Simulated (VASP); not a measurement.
# Driving VASP from ASE on WC, part 2 of 4

Do ASE scripts that read WC from different structure formats give one answer, and do several routes find one equilibrium volume? All runs use LDA. Left out of this account: 1 further run (self-consistent run: a reference on another mesh). The start is a computed cell from the Materials Project.

VASP 6.6.1; LDA; plane waves and PAW (W, C).

So far. Step 2 (A single point (LDA, through ASE)): The pressure is -15.34 GPa and the largest force 0.000 eV/Å, so the cell is not at a minimum at these settings.

### Step 3. A single point (LDA, through ASE), try 2

System of this step: WC. The structure is cubic, space group Fm-3m (No. 225). Conventional cell: a = 4.385 Å, b = 4.385 Å, c = 4.385 Å, α = 90.00°, β = 90.00°, γ = 90.00°. Nearest to W lie 6 C at 2.19 Å. Nearest to C lie 6 W at 2.19 Å. Farther neighbours are not listed.

The single point through ASE, with the structure read from a CIF with its space group. The file expands to the conventional cell of 8 atoms, on a 5×5×5 mesh.

run.py reads:

```python
import numpy as np
from ase.calculators.vasp import Vasp
from ase.io import read
from ase.dft.bandgap import bandgap

atoms = read('WC.cif')

calc = Vasp(
    xc='lda',
    pp='LDA',
    prec='Accurate',
    encut=520,
    ediff=1e-06,
    nelm=100,
    ismear=-1,
    sigma=0.05,
    lreal=False,
    algo='Normal',
    nbands=28,
    lasph=True,
    lorbit=11,
    lwave=False,
    lcharg=False,
    kpar=2,
    isif=2,
    pp_version='64',
    setups={'W': '', 'C': ''},
    kpts=(5, 5, 5),
    gamma=True,
    txt='vasp.out',
)
atoms.calc = calc

print("energy (eV):", round(atoms.get_potential_energy(), 6))
print("Fermi level (eV):", round(calc.get_fermi_level(), 4))
print("forces (eV/A):")
print(np.round(atoms.get_forces(), 4))
print("stress (GPa, Voigt, tension positive):", np.round(atoms.get_stress() * 160.21766, 3))
gap, p1, p2 = bandgap(calc, direct=False)
print("gap on the mesh (eV):", round(gap, 4))
```

WC.cif reads:

```cif
data_WC
_cell_length_a 4.38536800
_cell_length_b 4.38536800
_cell_length_c 4.38536800
_cell_angle_alpha 90.00000000
_cell_angle_beta 90.00000000
_cell_angle_gamma 90.00000000
_space_group_name_H-M_alt 'Fm-3m'
_space_group_name_Hall '-F 4 2 3'
_space_group_IT_number 225
loop_
_space_group_symop_operation_xyz
'x,y,z'
'-x,-y,-z'
'-y,x,z'
'y,-x,-z'
'-x,-y,z'
'x,y,-z'
'y,-x,z'
'-y,x,-z'
'x,-y,-z'
'-x,y,z'
'-y,-x,-z'
'y,x,z'
'-x,y,-z'
'x,-y,z'
'y,x,-z'
'-y,-x,z'
'z,x,y'
'-z,-x,-y'
'z,-y,x'
'-z,y,-x'
'z,-x,-y'
'-z,x,y'
'z,y,-x'
'-z,-y,x'
'-z,x,-y'
'z,-x,y'
'-z,-y,-x'
'z,y,x'
'-z,-x,y'
'z,x,-y'
'-z,y,x'
'z,-y,-x'
'y,z,x'
'-y,-z,-x'
'x,z,-y'
'-x,-z,y'
'-y,z,-x'
'y,-z,x'
'-x,z,y'
'x,-z,-y'
'-y,-z,x'
'y,z,-x'
'-x,-z,-y'
'x,z,y'
'y,-z,-x'
'-y,z,x'
'x,-z,y'
'-x,z,-y'
'x,y+1/2,z+1/2'
'-x,-y+1/2,-z+1/2'
'-y,x+1/2,z+1/2'
'y,-x+1/2,-z+1/2'
'-x,-y+1/2,z+1/2'
'x,y+1/2,-z+1/2'
'y,-x+1/2,z+1/2'
'-y,x+1/2,-z+1/2'
'x,-y+1/2,-z+1/2'
'-x,y+1/2,z+1/2'
'-y,-x+1/2,-z+1/2'
'y,x+1/2,z+1/2'
'-x,y+1/2,-z+1/2'
'x,-y+1/2,z+1/2'
'y,x+1/2,-z+1/2'
'-y,-x+1/2,z+1/2'
'z,x+1/2,y+1/2'
'-z,-x+1/2,-y+1/2'
'z,-y+1/2,x+1/2'
'-z,y+1/2,-x+1/2'
'z,-x+1/2,-y+1/2'
'-z,x+1/2,y+1/2'
'z,y+1/2,-x+1/2'
'-z,-y+1/2,x+1/2'
'-z,x+1/2,-y+1/2'
'z,-x+1/2,y+1/2'
'-z,-y+1/2,-x+1/2'
'z,y+1/2,x+1/2'
'-z,-x+1/2,y+1/2'
'z,x+1/2,-y+1/2'
'-z,y+1/2,x+1/2'
'z,-y+1/2,-x+1/2'
'y,z+1/2,x+1/2'
'-y,-z+1/2,-x+1/2'
'x,z+1/2,-y+1/2'
'-x,-z+1/2,y+1/2'
'-y,z+1/2,-x+1/2'
'y,-z+1/2,x+1/2'
'-x,z+1/2,y+1/2'
'x,-z+1/2,-y+1/2'
'-y,-z+1/2,x+1/2'
'y,z+1/2,-x+1/2'
'-x,-z+1/2,-y+1/2'
'x,z+1/2,y+1/2'
'y,-z+1/2,-x+1/2'
'-y,z+1/2,x+1/2'
'x,-z+1/2,y+1/2'
'-x,z+1/2,-y+1/2'
'x+1/2,y,z+1/2'
'-x+1/2,-y,-z+1/2'
'-y+1/2,x,z+1/2'
'y+1/2,-x,-z+1/2'
'-x+1/2,-y,z+1/2'
'x+1/2,y,-z+1/2'
'y+1/2,-x,z+1/2'
'-y+1/2,x,-z+1/2'
'x+1/2,-y,-z+1/2'
'-x+1/2,y,z+1/2'
'-y+1/2,-x,-z+1/2'
'y+1/2,x,z+1/2'
'-x+1/2,y,-z+1/2'
'x+1/2,-y,z+1/2'
'y+1/2,x,-z+1/2'
'-y+1/2,-x,z+1/2'
'z+1/2,x,y+1/2'
'-z+1/2,-x,-y+1/2'
'z+1/2,-y,x+1/2'
'-z+1/2,y,-x+1/2'
'z+1/2,-x,-y+1/2'
'-z+1/2,x,y+1/2'
'z+1/2,y,-x+1/2'
'-z+1/2,-y,x+1/2'
'-z+1/2,x,-y+1/2'
'z+1/2,-x,y+1/2'
'-z+1/2,-y,-x+1/2'
'z+1/2,y,x+1/2'
'-z+1/2,-x,y+1/2'
'z+1/2,x,-y+1/2'
'-z+1/2,y,x+1/2'
'z+1/2,-y,-x+1/2'
'y+1/2,z,x+1/2'
'-y+1/2,-z,-x+1/2'
'x+1/2,z,-y+1/2'
'-x+1/2,-z,y+1/2'
'-y+1/2,z,-x+1/2'
'y+1/2,-z,x+1/2'
'-x+1/2,z,y+1/2'
'x+1/2,-z,-y+1/2'
'-y+1/2,-z,x+1/2'
'y+1/2,z,-x+1/2'
'-x+1/2,-z,-y+1/2'
'x+1/2,z,y+1/2'
'y+1/2,-z,-x+1/2'
'-y+1/2,z,x+1/2'
'x+1/2,-z,y+1/2'
'-x+1/2,z,-y+1/2'
'x+1/2,y+1/2,z'
'-x+1/2,-y+1/2,-z'
'-y+1/2,x+1/2,z'
'y+1/2,-x+1/2,-z'
'-x+1/2,-y+1/2,z'
'x+1/2,y+1/2,-z'
'y+1/2,-x+1/2,z'
'-y+1/2,x+1/2,-z'
'x+1/2,-y+1/2,-z'
'-x+1/2,y+1/2,z'
'-y+1/2,-x+1/2,-z'
'y+1/2,x+1/2,z'
'-x+1/2,y+1/2,-z'
'x+1/2,-y+1/2,z'
'y+1/2,x+1/2,-z'
'-y+1/2,-x+1/2,z'
'z+1/2,x+1/2,y'
'-z+1/2,-x+1/2,-y'
'z+1/2,-y+1/2,x'
'-z+1/2,y+1/2,-x'
'z+1/2,-x+1/2,-y'
'-z+1/2,x+1/2,y'
'z+1/2,y+1/2,-x'
'-z+1/2,-y+1/2,x'
'-z+1/2,x+1/2,-y'
'z+1/2,-x+1/2,y'
'-z+1/2,-y+1/2,-x'
'z+1/2,y+1/2,x'
'-z+1/2,-x+1/2,y'
'z+1/2,x+1/2,-y'
'-z+1/2,y+1/2,x'
'z+1/2,-y+1/2,-x'
'y+1/2,z+1/2,x'
'-y+1/2,-z+1/2,-x'
'x+1/2,z+1/2,-y'
'-x+1/2,-z+1/2,y'
'-y+1/2,z+1/2,-x'
'y+1/2,-z+1/2,x'
'-x+1/2,z+1/2,y'
'x+1/2,-z+1/2,-y'
'-y+1/2,-z+1/2,x'
'y+1/2,z+1/2,-x'
'-x+1/2,-z+1/2,-y'
'x+1/2,z+1/2,y'
'y+1/2,-z+1/2,-x'
'-y+1/2,z+1/2,x'
'x+1/2,-z+1/2,y'
'-x+1/2,z+1/2,-y'
loop_
_atom_site_label
_atom_site_type_symbol
_atom_site_symmetry_multiplicity
_atom_site_Wyckoff_symbol
_atom_site_fract_x
_atom_site_fract_y
_atom_site_fract_z
_atom_site_occupancy
W1 W 4 a 0.0000000000 0.0000000000 0.0000000000 1
C1 C 4 b 0.5000000000 0.0000000000 0.0000000000 1
```

The projector-augmented-wave data sets are W and C (LDA family, release 64).

Run with:

```bash
> export ASE_VASP_COMMAND="mpirun -np 2 vasp_std"
> python run.py
```

Output:

```text
energy (eV): -95.387255
Fermi level (eV): 9.4941
forces (eV/A):
[[-0. -0.  0.]
 [-0.  0. -0.]
 [-0. -0. -0.]
 [ 0. -0. -0.]
 [-0. -0.  0.]
 [ 0.  0. -0.]
 [-0.  0.  0.]
 [ 0. -0. -0.]]
stress (GPa, Voigt, tension positive): [15.356 15.356 15.356  0.    -0.    -0.   ]
gap on the mesh (eV): 0.0
```

Elapsed: 16 s, on 2 MPI ranks of AMD EPYC 7R43, shared host; peak memory 0.3 GiB.

ASE turned this into the INCAR:

```
ENCUT = 520.000000
SIGMA = 0.050000
EDIFF = 1.00e-06
ALGO = Normal
PREC = Accurate
ISIF = 2
ISMEAR = -1
KPAR = 2
LORBIT = 11
NBANDS = 28
NELM = 100
LASPH = .TRUE.
LCHARG = .FALSE.
LWAVE = .FALSE.
LREAL = .FALSE.
```

ASE turned this into the KPOINTS:

```
KPOINTS created by Atomic Simulation Environment
0
Gamma
5 5 5
0 0 0
```

vasp.out:

```text
[banner, memory and clock lines left out]
running    2 mpi-ranks, on    1 nodes
 distrk:  each k-point on    1 cores,    2 groups
 distr:  one band on    1 cores,    1 groups

 POSCAR found type information on POSCAR W C
 POSCAR found :  2 types and       8 ions
 LDA part: xc-table for (Slater(with rela. corr.)+CA(PZ))
 , standard interpolation
 POSCAR, INCAR and KPOINTS ok, starting setup
 FFT: planning ... GRIDC
 FFT: planning ... GRID_SOFT
 FFT: planning ... GRID
 WAVECAR not read
 entering main loop
       N       E                     dE             d eps       ncg     rms          rms(c)
DAV:   1     0.146993139973E+03    0.14699E+03   -0.19058E+04   560   0.132E+03
DAV:   2    -0.887035465560E+02   -0.23570E+03   -0.22670E+03   660   0.312E+02
DAV:   3    -0.109300848356E+03   -0.20597E+02   -0.19599E+02   816   0.726E+01
DAV:   4    -0.109798910885E+03   -0.49806E+00   -0.49245E+00   744   0.114E+01
DAV:   5    -0.109809471055E+03   -0.10560E-01   -0.10536E-01   764   0.166E+00    0.646E+01
DAV:   6    -0.959437939548E+02    0.13866E+02   -0.78444E+01   692   0.387E+01    0.214E+01
DAV:   7    -0.955530380754E+02    0.39076E+00   -0.43475E+00   700   0.111E+01    0.143E+01
DAV:   8    -0.954162350556E+02    0.13680E+00   -0.37868E-01   656   0.359E+00    0.173E+00
DAV:   9    -0.954086844367E+02    0.75506E-02   -0.73990E-02   724   0.118E+00    0.556E-01
DAV:  10    -0.954066362425E+02    0.20482E-02   -0.14544E-02   720   0.589E-01    0.420E-01
DAV:  11    -0.954062064892E+02    0.42975E-03   -0.14407E-03   740   0.201E-01    0.221E-02
DAV:  12    -0.954062082697E+02   -0.17805E-05   -0.16889E-04   844   0.636E-02    0.463E-02
DAV:  13    -0.954061976975E+02    0.10572E-04   -0.46519E-05   764   0.303E-02    0.119E-02
DAV:  14    -0.954061975895E+02    0.10798E-06   -0.14359E-06   408   0.804E-03
   1 F= -.95406198E+02 E0= -.95387255E+02  d E =-.378853E-01
```

Parts of OUTCAR (step 3):

```text
  LATTYP: Found a simple cubic cell.
 ALAT       =     4.3853680000

The static configuration has the point symmetry O_h .

 Found     10 irreducible k-points:

   k-points           NKPTS =     10   k-points in BZ     NKDIM =     10   number of bands    NBANDS=     28

   dimension x,y,z NGX =    36 NGY =   36 NGZ =   36
   dimension x,y,z NGXF=    72 NGYF=   72 NGZF=   72

   ENCUT  =  520.0 eV  38.22 Ry    6.18 a.u.   8.15  8.15  8.15*2*pi/ulx,y,z

   NELECT =      40.0000    total number of electrons

 E-fermi :   9.4941

 k-point     1 :       0.0000    0.0000    0.0000
  band No.  band energies     occupation
    ...
     20       8.6145      2.00000
     21       8.6145      2.00000
     22       8.6925      2.00000
     23       8.6925      2.00000
     24       8.6925      2.00000
     25      10.4123      0.00000
     26      10.4123      0.00000
     27      10.4123      0.00000
     28      11.8291      0.00000

 k-point     2 :       0.2000    0.0000    0.0000
  band No.  band energies     occupation
    ...
     19       7.8860      2.00000
     20       7.8860      2.00000
     21       8.7627      2.00000
     22       9.5122      0.82101
     23       9.5122      0.82101
     24      10.2115      0.00000
     25      11.6120      0.00000
     26      11.6550      0.00000
     27      11.6707      0.00000
     28      11.7844      0.00000

  Total       -8.0832625     -8.0832625     -8.0832625      0.0000000      0.0000000      0.0000000
  in kB     -153.5603646   -153.5603646   -153.5603646      0.0000000      0.0000000      0.0000000
  external PRESSURE =    -153.5603646 kB  Pullay stress =       0.0000000 kB

  energy-cutoff  :      520.00
  volume of cell :       84.34
      direct lattice vectors                 reciprocal lattice vectors
     4.385368000  0.000000000  0.000000000     0.228031034  0.000000000  0.000000000
     0.000000000  4.385368000  0.000000000     0.000000000  0.228031034  0.000000000
     0.000000000  0.000000000  4.385368000     0.000000000  0.000000000  0.228031034

 POSITION                                       TOTAL-FORCE (eV/Angst)
 -----------------------------------------------------------------------------------
      0.00000      0.00000      0.00000        -0.000000     -0.000000      0.000000
      0.00000      2.19268      2.19268        -0.000000      0.000000     -0.000000
      2.19268      0.00000      2.19268        -0.000000     -0.000000     -0.000000
      2.19268      2.19268      0.00000         0.000000     -0.000000     -0.000000
      2.19268      0.00000      0.00000        -0.000000     -0.000000      0.000000
      0.00000      2.19268      0.00000         0.000000      0.000000     -0.000000
      0.00000      0.00000      2.19268        -0.000000      0.000000      0.000000
      2.19268      2.19268      2.19268         0.000000     -0.000000     -0.000000
 -----------------------------------------------------------------------------------
    total drift:                                0.000000      0.000000     -0.000000

  FREE ENERGIE OF THE ION-ELECTRON SYSTEM (eV)
  ---------------------------------------------------
  free  energy   TOTEN  =       -95.4061975895 eV

  energy  without entropy=      -95.3683123268  energy(sigma->0) =      -95.38725496

 total charge
# of ion       s       p       d       tot
------------------------------------------
    1        0.557   0.769   4.304   5.629
    2        0.557   0.769   4.304   5.629
    3        0.557   0.769   4.304   5.629
    4        0.557   0.769   4.304   5.629
    5        0.848   1.577   0.000   2.425
    6        0.848   1.577   0.000   2.425
    7        0.848   1.577   0.000   2.425
    8        0.848   1.577   0.000   2.425
--------------------------------------------------
tot          5.621   9.382  17.214  32.217

[... 1 part as in an earlier step ...]

[... 7 further parts left out ...]
```

The k-mesh is coarse for a metal. At this level the cell is under a tension of 15.4 GPa, so at these settings it is away from equilibrium.

Numbers from this step:

- SCF cycles: 14
- electrons: 40
- bands: 28
- irreducible k-points: 10
- free energy (TOTEN): -95.4062 eV
- energy at zero smearing: -95.3873 eV
- Fermi energy: 9.494 eV
- pressure: -15.36 GPa

The energy lies +4.01 meV an atom from the first script, since this cell and mesh sample the zone at other points.

[end of part 2 of 4]

[Lines on the potential files, build, host, timing and source positions are cut from VASP's logs without a mark.]

[Logs are printed without paths, hosts, clocks, repeated set-up lines and the standing remarks that a program may print on its own settings, such as how far it seeks lower states.]

[Hosts, paths, dates, database ids (printed as entryN), source tags and the programs' standing remarks are cut or masked in the printed files.]

[A measured line is paired with the nearest computed mode of its activity, which favours agreement.]
